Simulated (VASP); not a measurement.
Consider the following.

```
PbO2
1.0
    4.99368     0.00000     0.00000
    0.00000     4.99368     0.00000
    0.00000     0.00000     3.41684
Pb O
2 4
Direct
  0.00000   0.00000   0.00000
  0.50000   0.50000   0.50000
  0.30741   0.30741   0.00000
  0.80741   0.19259   0.50000
  0.19259   0.80741   0.50000
  0.69259   0.69259   0.00000
```

Level of theory: PBEsol GGA, VASP's PBE PAW potentials (set 64) (plane waves; VASP). Settings: 520 eV cut-off, 4×4×6 Γ-centred mesh, Gaussian smearing of 0.050 eV, potentials Pb_d O.

Q: What does the run give for the energy per atom (σ→0)?

A: 
```
Item                           Result
---------------------  --------------
energy per atom (σ→0)  -5.679 eV/atom
```

The compound is PbO2 in the rutile structure. It was relaxed first. The start is the result of an earlier pass.
